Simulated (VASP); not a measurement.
Method: vdW-DF2, VASP's PBE PAW potentials (set 64) (plane waves; VASP 6.6.1).

Input for VASP

### KPOINTS
```
K-points
0
gamma
 14 14 14
0 0 0
```

### INCAR
```
! general
SYSTEM    =  Rh
PREC      =  Accurate
ENCUT     =  520   ! plane-wave cut-off (eV)
LREAL     =  F   ! projection in real space or not
LASPH     =  T   ! aspherical one-centre terms

! electronic loop
EDIFF     =  1E-6
NELM      =  100   ! most electronic steps
ALGO      =  Normal
LMAXMIX   =  4   ! l cut-off of mixed one-centre charges

! smearing
ISMEAR    =  1   ! Methfessel-Paxton
SIGMA     =  0.1

! functional
GGA       =  ML
LUSE_VDW  =  T
AGGAC     =  0.0
ZAB_VDW   =  -1.8867

! ions
IBRION    =  2   ! conjugate gradients
NSW       =  60
ISIF      =  3   ! ions, shape and volume
EDIFFG    =  -0.01   ! ionic stop

! output
LWAVE     =  F
LCHARG    =  F
```

**POSCAR**
```
Rh
1
   -0.0000000000     1.9714944861     1.9714944861
    1.9714944861     0.0000000000     1.9714944861
    1.9714944861     1.9714944861     0.0000000000
Rh
1
Direct
  0.0000000000   0.0000000000   0.0000000000
```

POTCAR, in this order: Rh_pv (PBE.64 set). Program: vasp_std.

### Question
What does the run give for the energy per atom (σ→0), volume per atom, band gap (on the k-mesh)?

### Answer

```json
{
 "energy per atom (σ→0)": "-3.000 eV/atom",
 "band gap (on the k-mesh)": "none (metal, semimetal or under 0.01 eV)",
 "volume_per_atom": "15.35 Å³/atom"
}
```

File OSZICAR:
```
...
       N       E                     dE             d eps       ncg     rms          rms(c)
DAV:   1    -0.300272796108E+01   -0.30325E-02   -0.41594E-02  2366   0.331E+00    0.369E-01
DAV:   2    -0.299975902338E+01    0.29689E-02   -0.83189E-03  2345   0.133E+00    0.647E-02
DAV:   3    -0.299976493715E+01   -0.59138E-05   -0.35476E-05  2444   0.721E-02    0.404E-02
DAV:   4    -0.299978047228E+01   -0.15535E-04   -0.18949E-05  2432   0.551E-02    0.311E-03
DAV:   5    -0.299977937230E+01    0.11000E-05   -0.43940E-07  1435   0.103E-02    0.128E-03
DAV:   6    -0.299977873071E+01    0.64159E-06   -0.59327E-08  1171   0.387E-03
   3 F= -.29997787E+01 E0= -.29995392E+01  d E =-.157031E-04
```

The compound is Rh in the fcc structure. This run relaxes it. Symmetry was kept, so distortions that lower it aren't found. The start is the result of an earlier pass.
